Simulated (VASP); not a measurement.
# Co: surface energy and work function by face, part 3 of 5

Aim: compare the low-index faces of Co at one level of theory.

VASP 6.6.1; PBEsol, spin-polarised from a ferromagnetic start; plane waves and PAW (Co).

Still holding for the runs below: The magnetic state follows from one typed start and may not be the lowest.

So far. Step 3 (The bulk reference, job self-consistent run, k-mesh …): The run ends at a pressure of 0.12 GPa.

### 4. Surface relaxation, 8 atoms, face Co(0001) (continued)

The steps of the relaxation:

```
step  energy less that of the first step (eV)  largest force (eV/Å)
   1                                   0.0000                0.4650
   2                                  -0.0206                0.1802
   3                                  -0.0245                0.0567
   4                                  -0.0245                0.0569
   5                                  -0.0249                0.0296
```

The atoms that moved most (Å):

```
atom     dx     dy      dz  length
 Co7  0.000  0.000   0.029   0.029
 Co2  0.000  0.000  -0.029   0.029
 Co8  0.000  0.000  -0.024   0.024
 Co1  0.000  0.000   0.024   0.024
 Co6  0.000  0.000  -0.009   0.009
 Co3  0.000  0.000   0.009   0.009
 Co4  0.000  0.000  -0.006   0.006
 Co5  0.000  0.000   0.006   0.006
```

The relaxed structure:

```cif
data_structure
_symmetry_space_group_name_H-M 'P 1'
_symmetry_Int_Tables_number 1
_cell_length_a 2.4532
_cell_length_b 2.4532
_cell_length_c 28.8639
_cell_angle_alpha 90.000
_cell_angle_beta 90.000
_cell_angle_gamma 60.000
_cell_volume 150.43
loop_
_atom_site_label
_atom_site_type_symbol
_atom_site_fract_x
_atom_site_fract_y
_atom_site_fract_z
_atom_site_occupancy
Co1 Co 0.66667 0.66667 0.26067 1
Co2 Co 0.00000 0.00000 0.32746 1
Co3 Co 0.66667 0.66667 0.39739 1
Co4 Co 0.00000 0.00000 0.46550 1
Co5 Co 0.66667 0.66667 0.53450 1
Co6 Co 0.00000 0.00000 0.60261 1
Co7 Co 0.66667 0.66667 0.67254 1
Co8 Co 0.00000 0.00000 0.73933 1
```

Numbers from this step:

- electronic cycles: 65
- electrons: 72
- free energy (TOTEN): -60.3528 eV
- energy at zero smearing: -60.3538 eV
- Fermi energy: 3.716 eV
- moment of the cell, from the last line of the log: 12.94 μB

Spin moment in the PAW sphere by atom:

```
atom  spin moment in the PAW sphere (μB)
 Co1                                1.70
 Co2                                1.63
 Co3                                1.58
 Co4                                1.58
 Co5                                1.58
 Co6                                1.58
 Co7                                1.63
 Co8                                1.70
```

The run ended after 5 ionic steps, 0.025 eV below its first step, once the forces on the free atoms met EDIFFG = -0.03.

### 5. Vacuum level and density of states, 8 atoms, face Co(0001)

A static run writes the electrostatic potential without exchange and correlation (LVHAR), which is flat in the vacuum and gives the level to count from. The dipole correction cancels the field that unlike faces would set up across the vacuum.

File INCAR:

```
SYSTEM = Co
PREC = Normal
ENCUT = 320
EDIFF = 1E-06
NELM = 120
ISMEAR = 1
SIGMA = 0.15
LREAL = .FALSE.
ALGO = Fast
GGA = PS
NBANDS = 58
ISPIN = 2
MAGMOM = 2 2 2 2 2 2 2 2
LASPH = .TRUE.
LMAXMIX = 4
LORBIT = 11
LWAVE = .FALSE.
LCHARG = .TRUE.
KPAR = 4
IDIPOL = 3
LDIPOL = .TRUE.
DIPOL = 0.5 0.5 0.5
LVHAR = .TRUE.
LVACPOTAV = .TRUE.
NEDOS = 1500
```

File POSCAR:

```
Co
1.0
    2.4531912211      0.0000000000      0.0000000000
    1.2265956106      2.1245259178      0.0000000000
    0.0000000000      0.0000000000     28.8638964975
Co
8
Direct
    0.6666666700      0.6666666700      0.2606676060
    0.0000000000      0.0000000000      0.3274610890
    0.6666666700      0.6666666700      0.3973949122
    0.0000000000      0.0000000000      0.4654973067
    0.6666666700      0.6666666700      0.5345026933
    0.0000000000      0.0000000000      0.6026050878
    0.6666666700      0.6666666700      0.6725389110
    0.0000000000      0.0000000000      0.7393323940
```

File KPOINTS:

```
Automatic mesh
0
Gamma
15 15 1
0 0 0
```

Potentials, in the order of the species: Co (PBE family, release 64).

On the command line:

```
mpirun -np 4 vasp_std
```

What it wrote:

```text
[... set-up lines as in an earlier step ...]
 entering main loop
       N       E                     dE             d eps       ncg     rms          rms(c)
DAV:   1     0.469419338706E+03    0.46942E+03   -0.23810E+04  6336   0.106E+03
DAV:   2    -0.284058760589E+02   -0.49783E+03   -0.45907E+03  6270   0.274E+02
DAV:   3    -0.691299032754E+02   -0.40724E+02   -0.37446E+02  6724   0.107E+02
DAV:   4    -0.698897355283E+02   -0.75983E+00   -0.75788E+00  6896   0.168E+01
DAV:   5    -0.699144553257E+02   -0.24720E-01   -0.24719E-01  9572   0.199E+00    0.325E+01
RMM:   6    -0.931134347115E+02   -0.23199E+02   -0.76773E+01  7143   0.608E+01    0.560E+01
RMM:   7    -0.110411878530E+03   -0.17298E+02   -0.17426E+01  7401   0.240E+01    0.664E+01
RMM:   8    -0.737346260004E+02    0.36677E+02   -0.10109E+01  7041   0.209E+01    0.477E+01
RMM:   9    -0.641929581625E+02    0.95417E+01   -0.14371E+01  7220   0.262E+01    0.339E+01
RMM:  10    -0.644764833275E+02   -0.28353E+00   -0.34308E+00  7043   0.123E+01    0.369E+01
RMM:  11    -0.612918150838E+02    0.31847E+01   -0.35937E+00  7321   0.126E+01    0.306E+01
RMM:  12    -0.588724367542E+02    0.24194E+01   -0.85582E-01  7030   0.590E+00    0.209E+01
RMM:  13    -0.575732281012E+02    0.12992E+01   -0.69603E-01  7232   0.518E+00    0.100E+01
RMM:  14    -0.582995146570E+02   -0.72629E+00   -0.28810E-01  7062   0.284E+00    0.888E+00
RMM:  15    -0.588887874834E+02   -0.58927E+00   -0.34955E-01  7378   0.271E+00    0.621E+00
RMM:  16    -0.596793229068E+02   -0.79054E+00   -0.10313E+00  8075   0.422E+00    0.529E+00
RMM:  17    -0.596755052173E+02    0.38177E-02   -0.11223E-01  7156   0.172E+00    0.370E+00
RMM:  18    -0.597515479374E+02   -0.76043E-01   -0.49178E-02  7279   0.861E-01    0.293E+00
RMM:  19    -0.597738071109E+02   -0.22259E-01   -0.12772E-02  7272   0.459E-01    0.245E+00
RMM:  20    -0.598235404493E+02   -0.49733E-01   -0.23656E-02  7671   0.569E-01    0.185E+00
RMM:  21    -0.598443548756E+02   -0.20814E-01   -0.36384E-03  7229   0.237E-01    0.169E+00
RMM:  22    -0.598522504514E+02   -0.78956E-02   -0.61862E-04  7584   0.102E-01    0.162E+00
RMM:  23    -0.598851213251E+02   -0.32871E-01   -0.40997E-03  7966   0.237E-01    0.134E+00
RMM:  24    -0.599341149151E+02   -0.48994E-01   -0.84102E-03  8407   0.307E-01    0.105E+00
RMM:  25    -0.600326151318E+02   -0.98500E-01   -0.35480E-02  9431   0.476E-01    0.682E-01
RMM:  26    -0.600978173565E+02   -0.65202E-01   -0.17706E-02  8712   0.345E-01    0.473E-01
RMM:  27    -0.601579786783E+02   -0.60161E-01   -0.10748E-02  8281   0.260E-01    0.478E-01
RMM:  28    -0.602036533469E+02   -0.45675E-01   -0.79421E-03  8560   0.278E-01    0.353E-01
RMM:  29    -0.602332806106E+02   -0.29627E-01   -0.15374E-03  7634   0.202E-01    0.324E-01
RMM:  30    -0.602981902186E+02   -0.64910E-01   -0.26212E-03  7925   0.180E-01    0.196E-01
RMM:  31    -0.603206759712E+02   -0.22486E-01   -0.28131E-04  7421   0.757E-02    0.166E-01
RMM:  32    -0.603327718832E+02   -0.12096E-01   -0.11922E-04  7264   0.601E-02    0.150E-01
RMM:  33    -0.603446144764E+02   -0.11843E-01   -0.13106E-04  7471   0.591E-02    0.151E-01
RMM:  34    -0.603502846403E+02   -0.56702E-02   -0.87478E-05  7547   0.377E-02    0.117E-01
RMM:  35    -0.603518233383E+02   -0.15387E-02   -0.50312E-05  7489   0.248E-02    0.808E-02
RMM:  36    -0.603524247732E+02   -0.60143E-03   -0.32852E-05  7482   0.230E-02    0.535E-02
RMM:  37    -0.603527425202E+02   -0.31775E-03   -0.99428E-06  6723   0.112E-02    0.380E-02
RMM:  38    -0.603528125671E+02   -0.70047E-04   -0.42382E-06  6085   0.999E-03    0.192E-02
RMM:  39    -0.603528418423E+02   -0.29275E-04   -0.25251E-06  5689   0.789E-03    0.141E-02
RMM:  40    -0.603528838791E+02   -0.42037E-04   -0.10681E-06  5021   0.597E-03    0.107E-02
RMM:  41    -0.603528966673E+02   -0.12788E-04   -0.32048E-07  4688   0.309E-03    0.649E-03
RMM:  42    -0.603529048090E+02   -0.81418E-05   -0.30316E-07  4733   0.316E-03    0.338E-03
RMM:  43    -0.603529079447E+02   -0.31357E-05   -0.15402E-07  4573   0.231E-03    0.232E-03
RMM:  44    -0.603529086011E+02   -0.65635E-06   -0.67983E-08  4346   0.158E-03
 -----------------------------------------------------------------------------
|                                                                             |
|           W    W    AA    RRRRR   N    N  II  N    N   GGGG   !!!           |
|           W    W   A  A   R    R  NN   N  II  NN   N  G    G  !!!           |
|           W    W  A    A  R    R  N N  N  II  N N  N  G       !!!           |
|           W WW W  AAAAAA  RRRRR   N  N N  II  N  N N  G  GGG   !            |
|           WW  WW  A    A  R   R   N   NN  II  N   NN  G    G                |
|           W    W  A    A  R    R  N    N  II  N    N   GGGG   !!!           |
|                                                                             |
|     Did not find any points to average over, which means that no vacuum     |
|     field-free region was found. Please increase the size of  your cell     |
|     in the dimension of the dipole correction to obtain accurate            |
|     workfunction values.                                                    |
|                                                                             |
 -----------------------------------------------------------------------------

   1 F= -.60352909E+02 E0= -.60353854E+02  d E =0.283597E-02  mag=    12.9429
```

Elapsed: 66 s, on 4 MPI ranks of Intel Xeon 6975P-C (Granite Rapids), shared host; peak memory 1.1 GiB; 3.8 min of CPU time.

OUTCAR, selected parts (step 5):

```text
   NELECT =      72.0000    total number of electrons

 dipolmoment           0.000000      0.000000     -0.000000 electrons x Angstroem

 E-fermi :   3.7154

 spin component 1
 k-point     1 :       0.0000    0.0000    0.0000
  band No.  band energies     occupation
    ...
     44       2.9199      1.00000
     45       2.9199      1.00000
     46       2.9758      1.00000
     47       2.9758      1.00000
     48       3.4544      1.01685
     49       3.7637      0.24240
     50       8.4609      0.00000
     51       8.7321      0.00000
     52       9.7645      0.00000
     53      10.7541      0.00000
    ...

 k-point     2 :       0.0667   -0.0000    0.0000
  band No.  band energies     occupation
    ...
     43       2.8683      1.00000
     44       2.9329      1.00000
     45       2.9744      1.00000
     46       2.9947      1.00000
     47       3.4087      1.00691
     48       4.0810     -0.00153
     49       4.4649     -0.00000
     50       8.6095      0.00000
     51       8.8736      0.00000
     52       9.9066      0.00000
    ...

  Total       -1.5236651     -1.5236651     -0.4339609     -0.0000000     -0.0000000     -0.0000000
  in kB      -16.2275034    -16.2275034     -4.6218172     -0.0000000     -0.0000000     -0.0000000
  external PRESSURE =     -12.3589414 kB  Pullay stress =       0.0000000 kB

 POSITION                                       TOTAL-FORCE (eV/Angst)
 -----------------------------------------------------------------------------------
      2.45319      1.41635      7.52388         0.000000      0.000000      0.036385
      0.00000      0.00000      9.45180         0.000000     -0.000000      0.009359
      2.45319      1.41635     11.47037         0.000000     -0.000000     -0.026693
      0.00000      0.00000     13.43607        -0.000000     -0.000000     -0.011967
      2.45319      1.41635     15.42783        -0.000000     -0.000000      0.011967
      0.00000      0.00000     17.39353        -0.000000      0.000000      0.026693
      2.45319      1.41635     19.41209        -0.000000      0.000000     -0.009359
      0.00000      0.00000     21.34001        -0.000000     -0.000000     -0.036385
 -----------------------------------------------------------------------------------
    total drift:                                0.000002      0.000001     -0.000002

  FREE ENERGIE OF THE ION-ELECTRON SYSTEM (eV)
  ---------------------------------------------------
  free  energy   TOTEN  =       -60.3529086011 eV

  energy  without entropy=      -60.3557445718  energy(sigma->0) =      -60.35385392

 vacuum level on the upper side and lower side of the slab         8.798         8.798

 magnetization (x)
# of ion       s       p       d       tot
------------------------------------------
    1       -0.011  -0.037   1.746   1.698
    2       -0.015  -0.051   1.696   1.630
    3       -0.015  -0.052   1.651   1.584
    4       -0.015  -0.053   1.651   1.583
    5       -0.015  -0.053   1.651   1.583
    6       -0.015  -0.052   1.651   1.584
    7       -0.015  -0.051   1.696   1.630
    8       -0.011  -0.037   1.746   1.698
--------------------------------------------------
tot         -0.111  -0.386  13.488  12.991

[... 8 parts as in an earlier step ...]

[... 14 further parts left out ...]
```

Numbers from this step:

| Quantity | Value |
| --- | --- |
| electronic cycles | 44 |
| free energy (TOTEN) | -60.3529 eV |
| energy at zero smearing | -60.3539 eV |
| Fermi energy | 3.715 eV |
| dipole moment | 0, 0, 0 e·Å |
| vacuum levels | 8.816, 8.816 eV |
| work functions of the upper and lower face | 5.101, 5.101 eV |

The planar average of the electrostatic potential oscillates, so the rows of the table below give means over windows of 1.95 Å about each position, cut where the curve ends. Its maxima inside the range that stand out by 2 % of the span (Å: eV): 8.5: -1.61, 10.4: -0.815, 12.5: -1.22, 14.4: -0.942, 16.4: -1.22, 18.4: -0.815, 20.4: -1.61. Its minima: 7.6: -22.8, 9.5: -22.7, 11.5: -22.9, 13.4: -22.8, 15.5: -22.8, 17.4: -22.9, 19.4: -22.7, 21.3: -22.8.

Zero at the Fermi level. Table of planar average of the electrostatic potential by height; means over each step:

```
height (Å)  planar average of the electrostatic potential (eV)
      0.97                                                5.10
      2.92                                                5.10
      4.87                                                4.96
      6.82                                               -7.12
      8.77                                               -11.3
     10.72                                               -10.3
     12.67                                               -10.8
     14.62                                               -10.5
     16.57                                               -10.8
     18.52                                               -10.2
     20.47                                               -11.3
     22.42                                               -1.97
     24.38                                                5.05
     26.32                                                5.10
     28.27                                                5.10
```

Density of states in the PAW spheres, an atom over height of the layer and energy from the Fermi level.

Ten even steps from '0' (0.04 states/eV) to '9' (2.88 states/eV), each cell a mean:
```
32222223
22222222
44555544
99999999
97666679
75555557
54544545
87777778
76666667
34444443
34444443
34344343
23333332
23222232
12111121
01111110
00000000
00000000
00000000
00000000
00000000
00000000
```
Columns: height of the layer (Å) from 7.5 to 21.3; rows upwards: energy from the Fermi level (eV) from -7.9 to 0.5.

Spin density in the ca plane at fractional y = 0.000, with atoms of Co within 0.2 Å of it.

Values in e/Å³, 5 rows by 16 columns, each cell a mean:
```
0.0 0.0 0.2 1.2 0.0 0.0 0.3 1.1 0.0 0.0 0.4 1.1 0.0 0.0 0.0 0.0
0.0 0.1 0.0 0.1 0.0 0.1 0.0 0.1 0.0 0.1 0.0 0.1 0.0 0.0 0.0 0.0
0.0 0.2 0.0 0.0 0.0 0.2 0.0 0.0 0.0 0.2 0.0 0.0 0.0 0.0 0.0 0.0
0.0 0.0 0.1 0.4 0.0 0.0 0.1 0.4 0.0 0.0 0.1 0.4 0.0 0.0 0.0 0.0
0.0 0.0 0.3 1.6 0.0 0.0 0.4 1.5 0.0 0.0 0.6 1.5 0.0 0.0 0.0 0.0
```
Columns run along c (16.0 Å, from fractional 0.36 to 0.91 of the cell), rows up along a (2.5 Å). Atoms in or near the plane, at fractional coordinates: Co at (0.47, 0.00), Co at (0.60, 0.00), Co at (0.74, 0.00).

Valence density in the ca plane at fractional y = 0.000, with atoms of Co within 0.2 Å of it. It is the smooth field of the valence electrons, not physical close to the nuclei.

Ten steps, logarithmic in the rise over the least value, from '0' (0.0 e/Å³) to '9' (8.2 e/Å³), each cell a mean:
```
53333336998533333479974333335799631000000000
43333335776433433357753334334677521000000000
33454333444334543334433345433444321000000000
33455433333334653333333356533333211000000000
33455433343334553334433345433343321000000000
33344334665333443346653334433566421000000000
43333336897433333468874333334798621000000000
53333347998533333479984333335899731000000000
```
Columns run along c (16.0 Å, from fractional 0.36 to 0.91 of the cell), rows up along a (2.5 Å). Atoms in or near the plane, at fractional coordinates: Co at (0.47, 0.00), Co at (0.60, 0.00), Co at (0.74, 0.00).

The map of layer states is cut here 0.5 eV above the Fermi level, so it leaves out the states above that.

The vacuum level lies 5.10 eV above the Fermi level at the upper face; both faces agree, as the slab has next to no dipole.

The program found no field-free point at its default tolerance, and its printed vacuum level lies off the flat part of the planar average, by -0.02 eV at the upper face; the levels here are read from the flat part.

On this mesh the fine structure of the density of states is sampling noise, and high empty states may be cut by the number of bands.

(Part 3 of 5 ends here.)

[Lines on the potential files, build, host, timing and source positions are cut from VASP's logs without a mark.]

[Logs are printed without paths, hosts, clocks, repeated set-up lines and the standing remarks that a program may print on its own settings, such as how far it seeks lower states.]

[Hosts, paths, dates, database ids (printed as entryN), source tags and the programs' standing remarks are cut or masked in the printed files.]

[Runs that stopped without an error message from VASP are left out.]
